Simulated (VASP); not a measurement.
Given:

```yaml
crystal:
  lattice:
    - [0.00000, 2.11750, 2.11750]
    - [2.11750, 0.00000, 2.11750]
    - [2.11750, 2.11750, 0.00000]
  atoms:
    - { symbol: Ti, position: [0.00000, 0.00000, 0.00000] }
    - { symbol: N, position: [0.50000, 0.50000, 0.50000] }
```

Computed with SCAN meta-GGA, VASP's PBE PAW potentials (set 64) (plane waves; VASP 6.6.1). Run with 520 eV cut-off, 13×13×13 Γ-centred mesh, first-order Methfessel-Paxton smearing of 0.10 eV, potentials Ti_sv N.

**Question.** What does the run give for the energy per atom (σ→0), band gap (on the k-mesh) with the smallest direct gap where there is one?

**Answer.** 
The band gap (on the k-mesh) is none (metal, semimetal or under 0.01 eV) and the energy per atom (σ→0) is -14.658 eV/atom.

The structure comes from a measured TiN entry (Fm-3m) of the Crystallography Open Database, whose conditions weren't checked. The cell was not relaxed at this level. The start is the result of an earlier pass. The electron count is odd and the run is not spin-polarised, which forces a metal.
